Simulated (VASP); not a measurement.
Input:

```yaml
crystal:
  lattice:
    - [0.00000, 3.52534, 3.52534]
    - [3.52534, 0.00000, 3.52534]
    - [3.52534, 3.52534, 0.00000]
  atoms:
    - { symbol: Cs, position: [0.00000, 0.00000, 0.00000] }
    - { symbol: B, position: [0.50000, 0.50000, 0.50000] }
    - { symbol: H, position: [0.60093, 0.60093, 0.60093] }
    - { symbol: H, position: [0.19722, 0.60093, 0.60093] }
    - { symbol: H, position: [0.60093, 0.60093, 0.19722] }
    - { symbol: H, position: [0.60093, 0.19722, 0.60093] }
```

Computed with LDA (Ceperley-Alder, Perdew-Zunger), VASP's LDA PAW potentials (set 64) (plane waves; VASP). Run with 520 eV cut-off, Gaussian smearing of 0.050 eV, potentials Cs_sv B H.

Unless said otherwise, spin-orbit coupling is left out, though it shifts the bands of the heavy elements here.

**Question.** Give the energies of bands 2 to 11 at the high-symmetry points, in eV from the valence-band maximum.

**Answer.** 
| band | Γ | X | U | L | W |
|---|---|---|---|---|---|
| 2 | -5.62 | -5.75 | -6.08 | -6.58 | -6.01 |
| 3 | -5.17 | -5.39 | -5.65 | -5.18 | -5.63 |
| 4 | -5.17 | -5.39 | -5.32 | -5.18 | -5.52 |
| 5 | -5.17 | -5.38 | -4.61 | -3.96 | -4.50 |
| 6 | -0.11 | -0.33 | -0.53 | -1.11 | -0.53 |
| 7 | -0.11 | -0.02 | -0.21 | -0.47 | -0.39 |
| 8 | -0.11 | -0.02 | -0.16 | -0.47 | 0.00 |
| 9 | 6.00 | 5.06 | 5.83 | 7.08 | 6.38 |
| 10 | 6.59 | 8.37 | 7.82 | 7.50 | 6.79 |
| 11 | 6.59 | 9.22 | 9.11 | 8.80 | 9.19 |

The gap is indirect, 5.06 eV, from the valence maximum at W to the conduction minimum at X.

The structure comes from a computed database's CsBH4 entry (F-43m); how it stands against other phases isn't given here. It was relaxed first, which changed the volume by -11 %.
